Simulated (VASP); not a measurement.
Here is the system:

```
CELL_PARAMETERS angstrom
      3.91047     0.00000     0.00000
      0.00000     3.91047     0.00000
      0.00000     0.00000     3.91047
ATOMIC_POSITIONS crystal
  Tl 0.00000 0.00000 0.00000
  Br 0.50000 0.50000 0.50000
```

Calculation: PBEsol GGA, VASP's PBE PAW potentials (set 64) (plane waves; VASP 6.6.1). Numerical set-up: 480 eV cut-off, 6×6×6 Γ-centred mesh, Gaussian smearing of 0.050 eV, potentials Tl_d Br.

Unless said otherwise, spin-orbit coupling is left out, though it shifts the bands of the heavy elements here.

Task: Predict the energy per atom (σ→0), band gap (on the k-mesh) with the smallest direct gap where there is one.

Result: 
```yaml
band gap (on the k-mesh): 1.58 eV
smallest direct gap (on the k-mesh): 1.58 eV
energy per atom (σ→0): -3.015 eV/atom
```

Only differences to runs with the same potentials and settings are physical.

The compound is TlBr in the CsCl type structure. It was relaxed first, which changed the volume by -6 %.
